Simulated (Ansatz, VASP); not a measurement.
# Cross-check of SnSO4 (Pnma (measured, COD) SnSO4, displaced supercell) between VASP and Ansatz

Aim: how closely do two programs agree when they are given the same cell, functional and k mesh? Of the first pair: The structure shown is the start of the Ansatz relaxation below; VASP solves that cell, so the two are compared at the walk's first step.

Program: Ansatz 0.2.0. Level of theory: plane waves, with VASP 6.6.1 beside it; single point at PBEsol. Results are calculated unless marked as measured.

## Step 1: The structure

The cell holds 96 atoms: 16 Sn, 16 S and 64 O. Its edges and angles: a = 8.547 Å, b = 10.642 Å, c = 13.890 Å, α = 90.0°, β = 90.0°, γ = 90.0°. It derives from SnSO4 (Pnma (measured, COD)), repeated 1×2×2. As first built, before any earlier steps moved the atoms (in the runner's words): Pnma (measured, COD) SnSO4 (cell 8.799, 5.319, 7.115, 90, 90, 90), 1 x 2 x 2 conventional cells; every coordinate displaced by a Gaussian of 0.02 A.

## Step 2: Ansatz: relaxation, PBEsol

Ansatz runs on its default PAW (the set named soft_2) files.

The two programs are compared at the cell with which this relaxation starts, whose forces are those of its first step.

File input.yaml:

```yaml
crystal:
  lattice:
    - [8.54655, -0.00043, -0.00014]
    - [-0.00052, 10.64246, 0.00104]
    - [-0.00022, 0.00138, 13.89013]
  atoms:
    - { symbol: Sn, position: [0.22359, 0.12474, 0.10061] }
    - { symbol: Sn, position: [0.27717, 0.3747, 0.3508] }
    - { symbol: Sn, position: [0.77726, 0.37497, 0.39964] }
    - { symbol: Sn, position: [0.72352, 0.12499, 0.14961] }
    - { symbol: S, position: [0.07595, 0.12476, 0.33432] }
    - { symbol: S, position: [0.42483, 0.37476, 0.08437] }
    - { symbol: S, position: [0.92477, 0.37488, 0.16586] }
    - { symbol: S, position: [0.57595, 0.12493, 0.41592] }
    - { symbol: O, position: [0.92173, 0.12454, 0.29351] }
    - { symbol: O, position: [0.57909, 0.37472, 0.04364] }
    - { symbol: O, position: [0.07901, 0.37507, 0.20663] }
    - { symbol: O, position: [0.42173, 0.12515, 0.45672] }
    - { symbol: O, position: [0.20186, 0.12488, 0.2624] }
    - { symbol: O, position: [0.299, 0.3748, 0.0124] }
    - { symbol: O, position: [0.79891, 0.37471, 0.23782] }
    - { symbol: O, position: [0.70184, 0.12475, 0.48784] }
    - { symbol: O, position: [0.09711, 0.01279, 0.39529] }
    - { symbol: O, position: [0.40387, 0.48682, 0.14526] }
    - { symbol: O, position: [0.90392, 0.26279, 0.10499] }
    - { symbol: O, position: [0.59715, 0.23691, 0.35496] }
    - { symbol: O, position: [0.90354, 0.48688, 0.10493] }
    - { symbol: O, position: [0.59667, 0.01284, 0.35503] }
    - { symbol: O, position: [0.09671, 0.23688, 0.39516] }
    - { symbol: O, position: [0.40374, 0.26273, 0.14529] }
    - { symbol: Sn, position: [0.22352, 0.12467, 0.6006] }
    - { symbol: Sn, position: [0.27719, 0.3747, 0.85058] }
    - { symbol: Sn, position: [0.77708, 0.37493, 0.89955] }
    - { symbol: Sn, position: [0.72359, 0.12485, 0.64965] }
    - { symbol: S, position: [0.07595, 0.1248, 0.83434] }
    - { symbol: S, position: [0.42454, 0.3748, 0.58441] }
[... 60 atom lines left out ...]
    - { symbol: O, position: [0.90375, 0.76277, 0.60502] }
    - { symbol: O, position: [0.59703, 0.73687, 0.85488] }
    - { symbol: O, position: [0.90372, 0.98685, 0.60502] }
    - { symbol: O, position: [0.59665, 0.51278, 0.85506] }
    - { symbol: O, position: [0.09668, 0.7368, 0.89532] }
    - { symbol: O, position: [0.40363, 0.76275, 0.64529] }
kpoints:
  mp_grid: { grid: [1, 1, 1] }
hamiltonian:
  xc: pbesol
scf:
  occupations: { method: fermi_dirac, width: 0.05 }
output:
  forces: true
  eigenvalues: true
  stress: true
relax:
  f_tol: 0.05
  max_steps: 70
```

On the command line:

```console
> ansatz run input.yaml --threads 4 --pin off --max-ram 8192MiB --backend cpu --events-out ev --progress --plain --runs-dir out
```

Numbers of over 12 decimals in the logs are rounded to 6 here.

The log of the run:

```text
Warning: output.stress: scf.convergence.dr2_threshold = 1e-7 eV (the SCF's general default) is looser than the 9.6e-9 eV advised for a printed stress (1e-10 eV for each atom of the cell: 96). What an SCF threshold leaves in a stress goes as its square root, and in the free energy as the threshold itself, and one threshold admits the most on a small cell: [figures from the program's tests cut] Every solve of this run  [...]
Engine: ansatz 0.2.0, x86_64-unknown-linux-gnu
Pseudopotentials: kind: paw
Pseudopotential: Sn, paw, valence charge 14, recommended cutoff 420 eV (normal), Sn.paw.azcp
Pseudopotential: S, paw, valence charge 6, recommended cutoff 420 eV (normal), S.paw.azcp
Pseudopotential: O, paw, valence charge 6, recommended cutoff 420 eV (normal), O.paw.azcp
Functional definition: PBEsol
  exchange = pbesol_x
  correlation = pbesol_c
Crystal: 96 atoms, lattice volume = 1263.395 Å³
Basis set: ecut = 420 eV, 24737 PW (Γ), exchange–correlation on 120×144×192 points (8 copies of the dense FFT grid, shifted against one another)
Bands: 448, of which v1, the nominal top of the filled ones, is band 352 counted from 1 (351 counted from 0)
Symmetry: 1 space group operations
Space group: P1 (ITA 1), of the structure as read, at distance tolerance 1.1e-4 Å
k-points: 1
Non-local potential: Sn, projectors of the file, l = 0: 2, l = 1: 2, l = 2: 2, l = 3: 2
Non-local potential: S, projectors of the file, l = 0: 2, l = 1: 2, l = 2: 2
Non-local potential: O, projectors of the file, l = 0: 2, l = 1: 2, l = 2: 1
PAW form: soft (Blöchl's): semilocal exchange-correlation on the pseudo side does not see the compensation charge
PAW frozen core: Sn, regenerated for the run's functional, and the local potential with it (the file was generated under x = pbe(κ = 0.804, μ = 0.219515), c = pbe(β = 0.066725))
PAW frozen core: S, regenerated for the run's functional, and the local potential with it (the file was generated under x = pbe(κ = 0.804, μ = 0.219515), c = pbe(β = 0.066725))
PAW frozen core: O, regenerated for the run's functional, and the local potential with it (the file was generated under x = pbe(κ = 0.804, μ = 0.219515), c = pbe(β = 0.066725))
PAW one-centre angular grid: Sn, 590 points (default); XC on 64 Gauss nodes
PAW one-centre angular grid: S, 110 points (default); XC on 64 Gauss nodes
PAW one-centre angular grid: O, 110 points (default); XC on 64 Gauss nodes
Initial density: superposition of atomic densities (neutral atoms: chi_scale 0, normalization atom), corrected by the library's trained network
Initial wavefunctions: pseudopotential atomic-orbital guess
Functional: x = pbesol(κ = 0.804, μ = 0.123457), c = pbesol(β = 0.046)
SCF iter   1: F=—  HF=-145221.491795 eV  |F-HF|=—  |Δ(HF+E_count)|=         —  Δρ=1.12e-2  dr2=1.22e0  ethr=1.77e-3  ⟨swp⟩=6.0  Hψ=2099  notcnv=0  defer=8
preconditioner: auto → Resta (q_TF=auto, 2.475 Å⁻¹)  ε∞=3.4  [insulator: Δε(μ)=3.917 eV  Ē_g=18.027 eV  σ=0.050 eV  W_gap=1.00  n_scr=336 (ndim 8)  ℏωp=27.7 eV  f_vac=0.056  D(μ)=0.00/eV (n_scr^D=0)  ε∞_Penn≈3.4]
SCF iter   2: F=—  HF=-145221.085384 eV  |F-HF|=—  |Δ(HF+E_count)|=   4.06e-1  Δρ=2.12e-3  dr2=6.36e-2  ethr=1.73e-4  ⟨swp⟩=2.0  Hψ=728  notcnv=0  defer=89
SCF iter   3: F=—  HF=-145221.112967 eV  |F-HF|=—  |Δ(HF+E_count)|=   2.76e-2  Δρ=1.07e-3  dr2=1.34e-2  ethr=9.04e-6  ⟨swp⟩=3.0  Hψ=901  notcnv=0  defer=89
SCF iter   4: F=—  HF=-145221.116642 eV  |F-HF|=—  |Δ(HF+E_count)|=   3.68e-3  Δρ=3.15e-4  dr2=1.01e-3  ethr=1.90e-6  ⟨swp⟩=2.0  Hψ=567  notcnv=0  defer=89
SCF iter   5: F=—  HF=-145221.117225 eV  |F-HF|=—  |Δ(HF+E_count)|=   5.83e-4  Δρ=1.70e-4  dr2=2.89e-4  ethr=1.43e-7  ⟨swp⟩=2.0  Hψ=678  notcnv=0  defer=89
SCF iter   6: F=-145221.117218 eV  HF=-145221.117209 eV  |F-HF|=8.97e-6  |Δ(HF+E_count)|=   1.60e-5  Δρ=4.12e-5  dr2=1.97e-5  ethr=8.88e-9  ⟨swp⟩=10.0  Hψ=2404  notcnv=0
SCF 1 converged in 6 iterations: F = -145221.117218 eV  dr2 = 1.97e-5
[...]
--- Relaxed structure (6 steps of the walk, 6 accepted, 0 SCFs on fresh bases) ---
  F+E_penalty+E_count = -145222.93455847 eV   max|allowed force component| = 4.125e-3 eV/Å
  atoms:
    - { symbol: Sn, position: [0.218405, 0.124683, 0.098334] }
    - { symbol: Sn, position: [0.282123, 0.374635, 0.348442] }
    - { symbol: Sn, position: [0.782245, 0.375003, 0.401982] }
    - { symbol: Sn, position: [0.718430, 0.125049, 0.151882] }
    - { symbol: S, position: [0.071494, 0.124708, 0.337758] }
    - { symbol: S, position: [0.429193, 0.374733, 0.087763] }
    - { symbol: S, position: [0.929201, 0.374896, 0.162506] }
    - { symbol: S, position: [0.571496, 0.124932, 0.412508] }
    - { symbol: O, position: [0.914685, 0.124364, 0.294711] }
    - { symbol: O, position: [0.586057, 0.374562, 0.044793] }
    - { symbol: O, position: [0.086062, 0.375124, 0.205486] }
    - { symbol: O, position: [0.414687, 0.125231, 0.455549] }
    - { symbol: O, position: [0.201046, 0.124928, 0.265316] }
    - { symbol: O, position: [0.299732, 0.374881, 0.015261] }
    - { symbol: O, position: [0.799733, 0.374705, 0.235000] }
    - { symbol: O, position: [0.701049, 0.124748, 0.484955] }
    - { symbol: O, position: [0.091554, 0.010424, 0.399631] }
    - { symbol: O, position: [0.409581, 0.489175, 0.149511] }
    - { symbol: O, position: [0.909620, 0.260443, 0.100764] }
    - { symbol: O, position: [0.591537, 0.239226, 0.350640] }
    - { symbol: O, position: [0.909194, 0.489243, 0.100688] }
    - { symbol: O, position: [0.590930, 0.010430, 0.350799] }
    - { symbol: O, position: [0.090909, 0.239218, 0.399465] }
    - { symbol: O, position: [0.409209, 0.260375, 0.149575] }
    - { symbol: Sn, position: [0.218439, 0.124574, 0.598378] }
    - { symbol: Sn, position: [0.282245, 0.374667, 0.848288] }
    - { symbol: Sn, position: [0.782101, 0.375022, 0.901830] }
    - { symbol: Sn, position: [0.718396, 0.124925, 0.651934] }
    - { symbol: S, position: [0.071570, 0.124794, 0.837754] }
    - { symbol: S, position: [0.428924, 0.374760, 0.587755] }
    - { symbol: S, position: [0.928910, 0.374873, 0.662517] }
    - { symbol: S, position: [0.571570, 0.124844, 0.912511] }
    - { symbol: O, position: [0.914803, 0.124784, 0.794652] }
    - { symbol: O, position: [0.585625, 0.374688, 0.544576] }
    - { symbol: O, position: [0.085618, 0.375009, 0.705694] }
    - { symbol: O, position: [0.414809, 0.124795, 0.955615] }
    - { symbol: O, position: [0.201192, 0.124922, 0.765355] }
    - { symbol: O, position: [0.299194, 0.374882, 0.515416] }
    - { symbol: O, position: [0.799193, 0.374709, 0.734859] }
    - { symbol: O, position: [0.701203, 0.124754, 0.984909] }
[...]
- { symbol: Sn, position: [0.218442, 0.624566, 0.098384] }
    - { symbol: Sn, position: [0.282245, 0.874664, 0.348281] }
    - { symbol: Sn, position: [0.782106, 0.875020, 0.401838] }
    - { symbol: Sn, position: [0.718389, 0.624922, 0.151927] }
    - { symbol: S, position: [0.071584, 0.624790, 0.337754] }
    - { symbol: S, position: [0.428921, 0.874762, 0.087754] }
    - { symbol: S, position: [0.928919, 0.874872, 0.162517] }
    - { symbol: S, position: [0.571572, 0.624844, 0.412510] }
[...]
- { symbol: Sn, position: [0.218395, 0.624679, 0.598343] }
    - { symbol: Sn, position: [0.282114, 0.874636, 0.848443] }
    - { symbol: Sn, position: [0.782230, 0.874996, 0.901982] }
    - { symbol: Sn, position: [0.718427, 0.625045, 0.651881] }
    - { symbol: S, position: [0.071493, 0.624707, 0.837762] }
    - { symbol: S, position: [0.429198, 0.874738, 0.587764] }
    - { symbol: S, position: [0.929194, 0.874895, 0.662507] }
    - { symbol: S, position: [0.571491, 0.624930, 0.912507] }
[...]
- { symbol: O, position: [0.091547, 0.510422, 0.899635] }
    - { symbol: O, position: [0.409584, 0.989179, 0.649512] }
    - { symbol: O, position: [0.909601, 0.760448, 0.600760] }
    - { symbol: O, position: [0.591525, 0.739224, 0.850639] }
    - { symbol: O, position: [0.909195, 0.989248, 0.600693] }
    - { symbol: O, position: [0.590929, 0.510428, 0.850797] }
    - { symbol: O, position: [0.090903, 0.739217, 0.899468] }
    - { symbol: O, position: [0.409213, 0.760379, 0.649576] }
```

## Step 3: VASP: single point, PBEsol, start cell, pair 1

The same cell, functional, mesh and smearing now go to VASP, with its own data sets.

Lines of VASP's logs that name or quote its potential files are left out, and so is its time.

File INCAR:

```
SYSTEM = SnSO4
PREC = Accurate
ENCUT = 520
EDIFF = 1E-06
NELM = 120
ISMEAR = -1
SIGMA = 0.05
LREAL = Auto
ALGO = Normal
GGA = PS
NBANDS = 424
LORBIT = 11
LWAVE = .FALSE.
LCHARG = .FALSE.
ISIF = 2
LASPH = .TRUE.
GGA_COMPAT = .FALSE.
EFERMI = MIDGAP
NCORE = 2
```

File POSCAR:

```
SnSO4
1.0
    8.5465500000     -0.0004300000     -0.0001400000
   -0.0005200000     10.6424600000      0.0010400000
   -0.0002200000      0.0013800000     13.8901300000
Sn S O
16 16 64
Direct
    0.2235857744      0.1247415822      0.1006111225
    0.2771728967      0.3747004998      0.3507993889
    0.7772589997      0.3749680733      0.3996376455
    0.7235197722      0.1249903363      0.1496077649
    0.2235167359      0.1246673500      0.6005992484
    0.2771857617      0.3747014686      0.8505787287
    0.7770846557      0.3749314324      0.8995465747
    0.7235911386      0.1248503281      0.6496534920
    0.2234874845      0.6246353906      0.1006816831
    0.2770278031      0.8747071024      0.3505603683
    0.7770320096      0.8749934316      0.3996577996
    0.7233980791      0.6248653549      0.1496495293
    0.2234184593      0.6247678738      0.6006985910
    0.2770640779      0.8746704326      0.8507572738
    0.7770097747      0.8749567922      0.8996027270
    0.7235045592      0.6249790675      0.6495512506
    0.0759532709      0.1247616900      0.3343223484
    0.4248279640      0.3747598064      0.0843670812
    0.9247744913      0.3748821949      0.1658616292
    0.5759466061      0.1249310489      0.4159176843
    0.0759544437      0.1248002128      0.8343392640
    0.4245366219      0.3747983137      0.5844127913
    0.9245884523      0.3748925212      0.6658785450
    0.5759711705      0.1248192342      0.9159130133
    0.0760304961      0.6247588678      0.3343713050
    0.4245190697      0.8748133578      0.0843296374
    0.9244655929      0.8748229764      0.1659321842
    0.5759653198      0.6248154760      0.4159090539
    0.0759146592      0.6247316088      0.8344098225
    0.4247074484      0.8747767157      0.5843609593
[... 60 atom lines left out ...]
    0.9037482663      0.7627704198      0.6050219288
    0.5970328665      0.7368669450      0.8548816493
    0.9037150977      0.9868539483      0.6050195493
    0.5966448169      0.5127833770      0.8550568091
    0.0966799596      0.7368038994      0.8953225966
    0.4036293705      0.7627543876      0.6452900904
```

File KPOINTS:

```
Automatic mesh
0
Gamma
1 1 1
0 0 0
```

PAW data sets: Sn_d, S and O (PBE family, release 64).

On the command line:

```console
> mpirun -np 8 vasp_gam
```

The log of the run:

```text
[banner, memory and clock lines left out]
running    8 mpi-ranks, on    1 nodes
[...]
|                                                                             |
|               ----> ADVICE to this user running VASP <----                  |
|                                                                             |
|     You enforced a specific xc type in the INCAR file but a different       |
|     [... a line on the potential file left out ...]
|     I HOPE YOU KNOW WHAT YOU ARE DOING!                                     |
|                                                                             |

 LDA part: xc-table for (Slater+PW92), standard interpolation
 POSCAR, INCAR and KPOINTS ok, starting setup
[...]
entering main loop
       N       E                     dE             d eps       ncg     rms          rms(c)
DAV:   1     0.179135090148E+05    0.17914E+05   -0.30429E+05   880   0.236E+03
DAV:   2     0.314661848070E+04   -0.14767E+05   -0.14209E+05  1008   0.727E+02
DAV:   3    -0.276689601725E+03   -0.34233E+04   -0.32448E+04   992   0.314E+02
DAV:   4    -0.668515684397E+03   -0.39183E+03   -0.38417E+03  1040   0.110E+02
[...]
DAV:  15    -0.606323295667E+03    0.62843E-04   -0.27802E-04  1176   0.428E-02    0.782E-02
DAV:  16    -0.606323303749E+03   -0.80827E-05   -0.67770E-05  1024   0.167E-02    0.426E-02
DAV:  17    -0.606323304140E+03   -0.39030E-06   -0.30913E-06   712   0.365E-03
   1 F= -.60632330E+03 E0= -.60632330E+03  d E =-.463095E-16
```

OUTCAR, selected parts (step 3):

```text
  FREE ENERGIE OF THE ION-ELECTRON SYSTEM (eV)
  ---------------------------------------------------
  free  energy   TOTEN  =      -606.3233041397 eV

  energy  without entropy=     -606.3233041397  energy(sigma->0) =     -606.32330414
```

The run ends at a pressure of 8.64 GPa, with forces up to 1.6 eV/Å.

## Step 4: Side by side

Known differences besides the potentials themselves: the cutoff is 420 eV in Ansatz and 520 eV in VASP (PREC = Accurate, projectors in real space); Ansatz makes its cores anew for this functional, VASP keeps those of its PBE data sets. Total energies have different zeros and are not compared.

Forces on 10 of the 96 atoms, those with the largest forces and the largest differences (eV/Å; atoms numbered as in POSCAR):

```
atom         Ansatz x, y, z           VASP x, y, z
 O34  1.669, -0.001, -0.739   1.442, 0.000, -0.651
 O35    1.666, 0.002, 0.736    1.441, 0.001, 0.650
 O36   -1.666, 0.002, 0.739   -1.441, 0.001, 0.648
 O49  -1.666, 0.001, -0.740  -1.438, 0.001, -0.651
 O50   1.665, 0.000, -0.740   1.435, 0.001, -0.648
 O51    1.667, 0.001, 0.739    1.440, 0.001, 0.649
 O65  -1.661, 0.001, -0.735  -1.432, 0.000, -0.643
 O67    1.666, 0.000, 0.739    1.438, 0.000, 0.649
 O68  -1.664, -0.001, 0.739  -1.435, -0.001, 0.648
 O82   1.667, 0.000, -0.735   1.439, 0.000, -0.647
```

The forces differ by 100 meV/Å r.m.s., which is 15.8 % of the r.m.s. force of 0.633 eV/Å (both taken over all components).

## Step 5: Ansatz: relaxation, PBEsol

This run makes the geometry at which the two programs are then compared.

The structure compared here is the end of the Ansatz relaxation.

input.yaml is that of step 2.

On the command line:

```console
> ansatz run input.yaml --threads 4 --pin off --max-ram 8192MiB --backend cpu --events-out ev --progress --plain --runs-dir out
```

The log of the run:

```text
[...]
Crystal: 96 atoms, lattice volume = 1263.395 Å³
Basis set: ecut = 420 eV, 24737 PW (Γ), exchange–correlation on 120×144×192 points (8 copies of the dense FFT grid, shifted against one another)
Bands: 448, of which v1, the nominal top of the filled ones, is band 352 counted from 1 (351 counted from 0)
Symmetry: 1 space group operations
[...]
k-points: 1
[...]
- { symbol: Sn, position: [0.282114, 0.874636, 0.848443] }
    - { symbol: Sn, position: [0.782230, 0.874996, 0.901982] }
    - { symbol: Sn, position: [0.718427, 0.625045, 0.651881] }
    - { symbol: S, position: [0.071493, 0.624707, 0.837762] }
    - { symbol: S, position: [0.429198, 0.874738, 0.587764] }
    - { symbol: S, position: [0.929194, 0.874895, 0.662507] }
    - { symbol: S, position: [0.571491, 0.624930, 0.912507] }
[...]
- { symbol: O, position: [0.909195, 0.989248, 0.600693] }
    - { symbol: O, position: [0.590929, 0.510428, 0.850797] }
    - { symbol: O, position: [0.090903, 0.739217, 0.899468] }
    - { symbol: O, position: [0.409213, 0.760379, 0.649576] }
```

(Part 1 of 2 ends here.)

[Lines on the potential files, build, host, timing and source positions are cut from VASP's logs without a mark.]

[Logs are printed without paths, hosts, clocks, repeated set-up lines and the standing remarks that a program may print on its own settings, such as how far it seeks lower states.]

[Hosts, paths, dates, database ids (printed as entryN), source tags and the programs' standing remarks are cut or masked in the printed files.]
